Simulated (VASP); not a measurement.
# AlNi3: which input changes matter, part 3 of 4

Aim: change the input of a sound run on AlNi3 piece by piece and see what each change does. All runs use PBEsol. The start is a computed cell from the Materials Project.

VASP 6.6.1; PBEsol, spin-polarised from a ferromagnetic start; plane waves and PAW (Al, Ni).

Still holding for the runs below: The magnetic state follows from one typed start and may not be the lowest. The k-mesh is coarse for a metal.

So far. Step 3 (A single point (PBEsol), changed input): Against the reference run the energy at zero smearing moves by +1.40 meV an atom and the pressure by -0.05 GPa. Step 5 (Total energy, forces and stress (PBEsol), changed …): Against the reference run the energy at zero smearing moves by +0.00 meV an atom and the pressure by -0.04 GPa.

## (6) Relaxing cell and atoms (PBEsol), changed input

Properties are meant for the cell that this level of theory prefers, so cell and atoms are relaxed first (ISIF = 3) until forces and stress are small; EDIFFG sets the threshold. Some settings are moved from the usual, to see what they do.

The input, INCAR:

```
SYSTEM = AlNi3
PREC = Accurate
ENCUT = 400
EDIFF = 1E-06
NELM = 100
ISMEAR = 0
SIGMA = 0.1
LREAL = .FALSE.
ALGO = Normal
GGA = PS
NBANDS = 26
ISPIN = 2
MAGMOM = 0 1 1 1
LASPH = .TRUE.
LMAXMIX = 4
LORBIT = 11
LWAVE = .FALSE.
LCHARG = .FALSE.
KPAR = 4
IBRION = 2
NSW = 60
ISIF = 3
EDIFFG = -0.01
ADDGRID = .TRUE.
```

The input, POSCAR:

```
AlNi3
1.0
    3.5230547267      0.0000000000      0.0000000000
    0.0000000000      3.5230547267      0.0000000000
    0.0000000000      0.0000000000      3.5230547267
Al Ni
1 3
Direct
    0.0000000000      0.0000000000      0.0000000000
    0.0000000000      0.5000000000      0.5000000000
    0.5000000000      0.0000000000      0.5000000000
    0.5000000000      0.5000000000      0.0000000000
```

The input, KPOINTS:

```
Automatic mesh
0
Gamma
6 6 6
0 0 0
```

The projector-augmented-wave data sets are Al and Ni (PBE family, release 64).

The run is started by

```bash
> mpirun -np 4 vasp_std
```

Log:

```text
[... set-up lines as in an earlier step ...]
 entering main loop
       N       E                     dE             d eps       ncg     rms          rms(c)
DAV:   1     0.170374651093E+03    0.17037E+03   -0.11905E+04  2128   0.137E+03
DAV:   2    -0.196990501786E+02   -0.19007E+03   -0.17724E+03  2088   0.280E+02
DAV:   3    -0.287963658652E+02   -0.90973E+01   -0.87252E+01  2368   0.810E+01
DAV:   4    -0.289440953930E+02   -0.14773E+00   -0.14757E+00  2522   0.958E+00
DAV:   5    -0.289494376607E+02   -0.53423E-02   -0.53420E-02  2502   0.166E+00    0.217E+01
DAV:   6    -0.297275835231E+02   -0.77815E+00   -0.42429E+01  2404   0.115E+02    0.217E+01
DAV:   7    -0.243798273979E+02    0.53478E+01   -0.14962E+01  2428   0.624E+01    0.273E+00
DAV:   8    -0.243329837547E+02    0.46844E-01   -0.26665E-01  2356   0.361E+00    0.145E+00
DAV:   9    -0.243062786498E+02    0.26705E-01   -0.22206E-02  2834   0.196E+00    0.668E-01
DAV:  10    -0.243049388034E+02    0.13398E-02   -0.20277E-03  2488   0.450E-01    0.161E-01
DAV:  11    -0.243049225366E+02    0.16267E-04   -0.30761E-04  2520   0.230E-01    0.811E-02
DAV:  12    -0.243049152626E+02    0.72740E-05   -0.44027E-05  2844   0.855E-02    0.415E-02
DAV:  13    -0.243049160002E+02   -0.73760E-06   -0.72949E-06  2364   0.323E-02
   1 F= -.24304916E+02 E0= -.24295934E+02  d E =-.243049E+02  mag=     0.6964
 curvature:   0.00 expect dE= 0.000E+00 dE for cont linesearch  0.000E+00
 trial: gam= 0.00000 g(F)=  0.000E+00 g(S)=  0.198E-02 ort = 0.000E+00 (trialstep = 0.100E+01)
 search vector abs. value=  0.198E-02
 bond charge predicted
       N       E                     dE             d eps       ncg     rms          rms(c)
DAV:   1    -0.243543732423E+02   -0.49458E-01   -0.35786E-01  2142   0.910E+00    0.199E+00
DAV:   2    -0.243604360684E+02   -0.60628E-02   -0.37621E-01  2412   0.111E+01    0.192E+00
DAV:   3    -0.243064418104E+02    0.53994E-01   -0.12851E-01  2412   0.633E+00    0.314E-01
DAV:   4    -0.243053113790E+02    0.11304E-02   -0.15550E-03  2396   0.398E-01    0.105E-01
DAV:   5    -0.243052063699E+02    0.10501E-03   -0.11036E-04  2830   0.102E-01    0.349E-02
DAV:   6    -0.243052066255E+02   -0.25553E-06   -0.14796E-05  2128   0.319E-02    0.145E-02
DAV:   7    -0.243052070742E+02   -0.44868E-06   -0.23354E-06  1906   0.145E-02
   2 F= -.24305207E+02 E0= -.24296200E+02  d E =-.291074E-03  mag=     0.6907
 trial-energy change:   -0.000291  1 .order   -0.000090   -0.001976    0.001796
 step:   0.6006(harm=  0.5238)  dis= 0.00000  next Energy=   -24.305553 (dE=-0.637E-03)
 bond charge predicted
       N       E                     dE             d eps       ncg     rms          rms(c)
DAV:   1    -0.243136191487E+02   -0.84125E-02   -0.57267E-02  2142   0.366E+00    0.817E-01
DAV:   2    -0.243151339176E+02   -0.15148E-02   -0.66945E-02  2404   0.452E+00    0.774E-01
DAV:   3    -0.243057330390E+02    0.94009E-02   -0.20377E-02  2406   0.261E+00    0.116E-01
DAV:   4    -0.243055789691E+02    0.15407E-03   -0.32544E-04  2202   0.132E-01    0.527E-02
DAV:   5    -0.243055649741E+02    0.13995E-04   -0.15459E-05  2970   0.495E-02    0.124E-02
DAV:   6    -0.243055655868E+02   -0.61270E-06   -0.23198E-06  1768   0.151E-02
   3 F= -.24305566E+02 E0= -.24296569E+02  d E =-.649587E-03  mag=     0.6929
 curvature:  -0.26 expect dE=-0.269E-05 dE for cont linesearch -0.269E-05
 trial: gam= 0.00000 g(F)=  0.195E-65 g(S)=  0.106E-04 ort =-0.144E-03 (trialstep = 0.920E+00)
 search vector abs. value=  0.106E-04
 reached required accuracy - stopping structural energy minimisation
```

The job ended after 16 s (4 MPI ranks of Intel Xeon 6975P-C (Granite Rapids), shared host; peak memory 0.78 GiB).

OUTCAR, selected parts (step 6):

```text
   NELECT =      33.0000    total number of electrons

 E-fermi :   9.8276

 spin component 1
 k-point     1 :       0.0000    0.0000    0.0000
  band No.  band energies     occupation
    ...
     12       9.2711      1.00000
     13       9.5913      0.99958
     14       9.7799      0.75004
     15       9.7799      0.75004
     16       9.7799      0.75004
     17      10.7091      0.00000
     18      10.7091      0.00000
     19      10.7091      0.00000
     20      16.5909      0.00000
     21      16.5909      0.00000
    ...

 k-point     2 :       0.1667    0.0000    0.0000
  band No.  band energies     occupation
    ...
     13       9.2264      1.00000
     14       9.2718      1.00000
     15       9.4646      1.00000
     16       9.6492      0.99418
     17       9.7803      0.74818
     18      11.7027      0.00000
     19      11.7027      0.00000
     20      16.5545      0.00000
     21      17.1485      0.00000
     22      18.8882      0.00000
    ...

  Total        0.0170827      0.0170827      0.0170827     -0.0000000      0.0000000     -0.0000000
  in kB        0.6290937      0.6290937      0.6290937     -0.0000000      0.0000000     -0.0000000
  external PRESSURE =       0.6290937 kB  Pullay stress =       0.0000000 kB

 POSITION                                       TOTAL-FORCE (eV/Angst)
 -----------------------------------------------------------------------------------
      0.00000      0.00000      0.00000        -0.000000     -0.000000      0.000000
      0.00000      1.75855      1.75855         0.000000      0.000000      0.000000
      1.75855      0.00000      1.75855         0.000000      0.000000      0.000000
      1.75855      1.75855     -0.00000        -0.000000     -0.000000      0.000000
 -----------------------------------------------------------------------------------
    total drift:                                0.000000     -0.000000     -0.000000

  FREE ENERGIE OF THE ION-ELECTRON SYSTEM (eV)
  ---------------------------------------------------
  free  energy   TOTEN  =       -24.3055655868 eV

  energy  without entropy=      -24.2875724554  energy(sigma->0) =      -24.29656902

 reached required accuracy - stopping structural energy minimisation

 magnetization (x)
# of ion       s       p       d       tot
------------------------------------------
    1       -0.000  -0.008   0.000  -0.008
    2       -0.002  -0.008   0.254   0.244
    3       -0.002  -0.008   0.254   0.244
    4       -0.002  -0.008   0.254   0.244
--------------------------------------------------
tot         -0.008  -0.031   0.762   0.723

[... 7 parts as in an earlier step ...]

[... 15 further parts left out ...]
```

CONTCAR:

```
AlNi3
   1.00000000000000
     3.5170914162616711    0.0000000000000000   -0.0000000000000000
     0.0000000000000000    3.5170914162616711   -0.0000000000000000
     0.0000000000000000    0.0000000000000000    3.5170914162616711
  Al              Ni
     1     3
Direct
     0.0000000000000000    0.0000000000000000    0.0000000000000000
     0.0000000000000000    0.5000000000000000    0.5000000000000000
     0.5000000000000000    0.0000000000000000    0.5000000000000000
     0.5000000000000000    0.5000000000000000    0.0000000000000000
```

The run keeps the 48 symmetry operations of its start, so it cannot find a distortion of lower symmetry.

Step by step:

```
step  energy less that of the first step (eV)  largest force (eV/Å)  pressure (GPa)  volume (Å³)
   1                                   0.0000                0.0000           -0.86        43.73
   2                                  -0.0003                0.0000            0.78        43.36
   3                                  -0.0007                0.0000            0.06        43.51
```

```
conventional cell, symmetrised  before  after  change
                         a (Å)   3.523  3.517  -0.2 %
                         b (Å)   3.523  3.517  -0.2 %
                         c (Å)   3.523  3.517  -0.2 %
              volume (Å³/atom)   10.93  10.88  -0.5 %
```

The relaxed structure:

```
Al Ni
1.0
     3.51709    0.00000    0.00000
     0.00000    3.51709    0.00000
     0.00000    0.00000    3.51709
Al Ni
1 3
Cartesian
  0.0000 0.0000 0.0000
  0.0000 1.7585 1.7585
  1.7585 0.0000 1.7585
  1.7585 1.7585 0.0000
```

Numbers from this step:

```
irreducible k points                              : 20
Fermi energy                                      : 9.828 eV
pressure                                          : 0.06291 GPa
moment of the cell, from the last line of the log : 0.6929 μB
SCF cycles over all ionic steps                   : 26
```

It ends with forces that vanish by symmetry and a pressure of 0.06 GPa.

## (7) Relaxing cell and atoms (PBEsol), changed input, try 2

This run is made with a changed input; what comes of it follows.

The input, INCAR:

```
SYSTEM = AlNi3
PREC = Accurate
ENCUT = 400
EDIFF = 1E-06
NELM = 98
ISMEAR = -1
SIGMA = 0.05
LREAL = .FALSE.
ALGO = Normal
GGA = PS
NBANDS = 26
ISPIN = 2
MAGMOM = 1.0 1.0 1.0
LASPH = .TRUE.
LMAXMIX = 4
LORBIT = 11
LWAVE = .FALSE.
LCHARG = .FALSE.
KPAR = 4
IBRION = 2
NSW = 30
ISIF = 3
EDIFFG = -0.01
```

POSCAR is that of step 6.

KPOINTS is that of step 6.

The run is started by

```bash
> mpirun -np 4 vasp_std
```

Log:

```text
running    4 mpi-ranks, on    1 nodes
[...]
-----------------------------------------------------------------------------
|                                                                             |
|     EEEEEEE  RRRRRR   RRRRRR   OOOOOOO  RRRRRR      ###     ###     ###     |
|     E        R     R  R     R  O     O  R     R     ###     ###     ###     |
|     E        R     R  R     R  O     O  R     R     ###     ###     ###     |
|     EEEEE    RRRRRR   RRRRRR   O     O  RRRRRR       #       #       #      |
|     E        R   R    R   R    O     O  R   R                               |
|     E        R    R   R    R   O     O  R    R      ###     ###     ###     |
|     EEEEEEE  R     R  R     R  OOOOOOO  R     R     ###     ###     ###     |
|                                                                             |
|     ERROR: You have set 3 value(s) for MAGMOM; however for                  |
|     spin-polarized calculations (ISPIN=2), MAGMOM has to be a list of       |
|     NIONS values. NIONS=4 in your calculation.                              |
|                                                                             |
|       ---->  I REFUSE TO CONTINUE WITH THIS SICK JOB ... BYE!!! <----       |
|                                                                             |
 -----------------------------------------------------------------------------

1
1
1
1
```

The job ended after 4.6 s (4 MPI ranks).

The input was rejected at the start.

VASP's message: “ERROR: You have set 3 value(s) for MAGMOM; however for spin-polarized calculations (ISPIN=2), MAGMOM has to be a list of”. No number of this run is used.

The fault in the input: wrong count of starting moments (ISPIN = 2 and MAGMOM = "1.0 1.0 1.0"). MAGMOM needs one number an atom.

## (8) A single point (PBEsol), changed input, try 2

A single point gives energy, forces and stress at these settings. Some settings are moved from the usual, to see what they do.

The input, INCAR:

```
SYSTEM = AlNi3
PREC = Accurate
ENCUT = 400
EDIFF = 1E-06
NELM = 100
ISMEAR = 0
SIGMA = 0.1
LREAL = .FALSE.
ALGO = Normal
GGA = PS
NBANDS = 26
ISPIN = 2
MAGMOM = 0 1 1 1
LASPH = .TRUE.
LMAXMIX = 4
LORBIT = 11
LWAVE = .FALSE.
LCHARG = .FALSE.
KPAR = 4
ISIF = 2
ISYM = 1
```

POSCAR is that of step 7.

KPOINTS is that of step 7.

The run is started by

```bash
> mpirun -np 4 vasp_std
```

Log:

```text
[... set-up lines as in an earlier step ...]
 entering main loop
       N       E                     dE             d eps       ncg     rms          rms(c)
DAV:   1     0.170374611803E+03    0.17037E+03   -0.11905E+04  2128   0.137E+03
DAV:   2    -0.196990890763E+02   -0.19007E+03   -0.17724E+03  2088   0.280E+02
DAV:   3    -0.287964045535E+02   -0.90973E+01   -0.87252E+01  2368   0.810E+01
DAV:   4    -0.289441340889E+02   -0.14773E+00   -0.14757E+00  2522   0.958E+00
DAV:   5    -0.289494763563E+02   -0.53423E-02   -0.53420E-02  2502   0.166E+00    0.217E+01
DAV:   6    -0.297276193046E+02   -0.77814E+00   -0.42429E+01  2404   0.115E+02    0.217E+01
DAV:   7    -0.243798741583E+02    0.53477E+01   -0.14962E+01  2428   0.624E+01    0.273E+00
DAV:   8    -0.243330292773E+02    0.46845E-01   -0.26665E-01  2356   0.361E+00    0.145E+00
DAV:   9    -0.243063240872E+02    0.26705E-01   -0.22207E-02  2834   0.196E+00    0.668E-01
DAV:  10    -0.243049842515E+02    0.13398E-02   -0.20277E-03  2488   0.450E-01    0.161E-01
DAV:  11    -0.243049679859E+02    0.16266E-04   -0.30761E-04  2520   0.230E-01    0.811E-02
DAV:  12    -0.243049607104E+02    0.72755E-05   -0.44028E-05  2844   0.855E-02    0.415E-02
DAV:  13    -0.243049614475E+02   -0.73707E-06   -0.72953E-06  2364   0.323E-02
   1 F= -.24304961E+02 E0= -.24295980E+02  d E =-.179632E-01  mag=     0.6964
```

It took 4.2 s on 4 MPI ranks; peak memory 0.6 GiB; 14 s of CPU time.

From OUTCAR (step 8):

```text
   NELECT =      33.0000    total number of electrons

 E-fermi :   9.7573

 spin component 1
 k-point     1 :       0.0000    0.0000    0.0000
  band No.  band energies     occupation
    ...
     12       9.2027      1.00000
     13       9.5195      0.99961
     14       9.7059      0.76638
     15       9.7059      0.76638
     16       9.7059      0.76637
     17      10.6378      0.00000
     18      10.6378      0.00000
     19      10.6378      0.00000
     20      16.4910      0.00000
     21      16.4910      0.00000
    ...

 k-point     2 :       0.1667    0.0000    0.0000
  band No.  band energies     occupation
    ...
     13       9.1576      1.00000
     14       9.2034      1.00000
     15       9.3938      1.00000
     16       9.5793      0.99408
     17       9.7063      0.76460
     18      11.6250      0.00000
     19      11.6250      0.00000
     20      16.4569      0.00000
     21      17.0400      0.00000
     22      18.7763      0.00000
    ...

  Total       -0.2342826     -0.2342826     -0.2342826      0.0000000      0.0000000     -0.0000000
  in kB       -8.5840538     -8.5840538     -8.5840538      0.0000000      0.0000000     -0.0000000
  external PRESSURE =      -8.5840538 kB  Pullay stress =       0.0000000 kB

  FREE ENERGIE OF THE ION-ELECTRON SYSTEM (eV)
  ---------------------------------------------------
  free  energy   TOTEN  =       -24.3049614475 eV

  energy  without entropy=      -24.2869982467  energy(sigma->0) =      -24.29597985

 magnetization (x)
# of ion       s       p       d       tot
------------------------------------------
    1       -0.000  -0.008   0.000  -0.008
    2       -0.002  -0.008   0.255   0.245
    3       -0.002  -0.008   0.255   0.245
    4       -0.002  -0.008   0.255   0.245
--------------------------------------------------
tot         -0.008  -0.032   0.766   0.727

[... 9 parts as in an earlier step ...]

[... 14 further parts left out ...]
```

This step gave:

```
electronic steps                                  : 13
free energy (TOTEN)                               : -24.30 eV
Fermi energy                                      : 9.757 eV
pressure                                          : -0.8584 GPa
moment of the cell, from the last line of the log : 0.6964 μB
```

Against the reference run the energy at zero smearing moves by -0.14 meV an atom and the pressure by -0.03 GPa.

(Continued in part 4 of 4.)

[Lines on the potential files, build, host, timing and source positions are cut from VASP's logs without a mark.]

[Logs are printed without paths, hosts, clocks, repeated set-up lines and the standing remarks that a program may print on its own settings, such as how far it seeks lower states.]

[Hosts, paths, dates, database ids (printed as entryN), source tags and the programs' standing remarks are cut or masked in the printed files.]

[A measured line is paired with the nearest computed mode of its activity, which favours agreement.]
